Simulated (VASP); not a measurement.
Input:

```
CdSe
1.0
    2.19441    -3.80083     0.00000
    2.19441     3.80083     0.00000
    0.00000     0.00000     7.14421
Cd Se
2 2
Direct
  0.66667   0.33333   0.49998
  0.33333   0.66667   0.99998
  0.66667   0.33333   0.87602
  0.33333   0.66667   0.37602
```

Level of theory: TPSS meta-GGA, VASP's PBE PAW potentials (set 64) (plane waves; VASP). Run with 520 eV cut-off, 5×5×3 Γ-centred mesh, Gaussian smearing of 0.050 eV, potentials Cd Se.

Problem. Estimate the energy per atom (σ→0).

Solution. 
```yaml
energy per atom (σ→0): -10.958 eV/atom
```

The absolute energy has meaning only against runs of the same code, potentials and settings.

The compound is CdSe in the wurtzite structure. It was relaxed first, which changed the volume by +6 %. The start is the result of an earlier pass.
